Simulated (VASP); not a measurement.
Consider the following.

```
NaSnBr3
1.0
    5.41659     0.00000     0.00000
    0.00000     5.41659     0.00000
    0.00000     0.00000     5.41659
Na Sn Br
1 1 3
Cartesian
  0.00000   0.00000   0.00000
  2.70830   2.70830   2.70830
  0.00000   2.70830   2.70830
  2.70830   2.70830   0.00000
  2.70830   0.00000   2.70830
```

Computed with PBE GGA, VASP's PBE PAW potentials (set 64) (plane waves; VASP). Run with 300 eV cut-off, 3×3×3 Γ-centred mesh, Gaussian smearing of 0.14 eV, potentials Na_pv Sn_d Br.

At this cut-off the stress carries a Pulay error, which pulls relaxed volumes low.

**Question.** Estimate the energy per atom (σ→0), pressure.

**Answer.** 
```json
{
 "energy per atom (σ→0)": "-2.868 eV/atom",
 "pressure": "6.02 GPa"
}
```

Total energies compare only between runs with the same potentials, cut-off and functional.

The structure was generated: NaSnBr3 was put into an ordered model structure, which need not be its known phase. The cell was not relaxed at this level.
